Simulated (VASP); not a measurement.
Bi3Au (space group Pm-3m): computed properties

Level of theory: PBEsol GGA, VASP's PBE PAW potentials (set 64) (plane waves; VASP).

```
Property                                                              Result
----------------------------------  ----------------------------------------
space group                                                      Pm-3m (221)
cell                                a = b = c = 4.7451 Å, α = β = γ = 90.00°
volume per atom                                                26.71 Å³/atom
band gap (over mesh and band path)  none (metal, semimetal or under 0.01 eV)
density                                                          12.81 g/cm³
```

```cif
data_AuBi3
_chemical_formula_sum 'Bi3 Au1'
_space_group_name_H-M_alt 'P 1'
_space_group_IT_number 1
_cell_length_a 4.74508
_cell_length_b 4.74508
_cell_length_c 4.74508
_cell_angle_alpha 90.000
_cell_angle_beta 90.000
_cell_angle_gamma 90.000
loop_
_space_group_symop_operation_xyz
  'x, y, z'
loop_
_atom_site_label
_atom_site_type_symbol
_atom_site_fract_x
_atom_site_fract_y
_atom_site_fract_z
_atom_site_occupancy
Bi1 Bi 0.00000 0.50000 0.50000 1
Bi2 Bi 0.50000 0.00000 0.50000 1
Bi3 Bi 0.50000 0.50000 0.00000 1
Au1 Au 0.00000 0.00000 0.00000 1
```

Unless said otherwise, spin-orbit coupling is left out, though it shifts the bands of the heavy elements here.

The structure comes from a computed database's Bi3Au entry (Pm-3m); how it stands against other phases isn't given here. It was relaxed first. Symmetry was kept, so distortions that lower it aren't found.
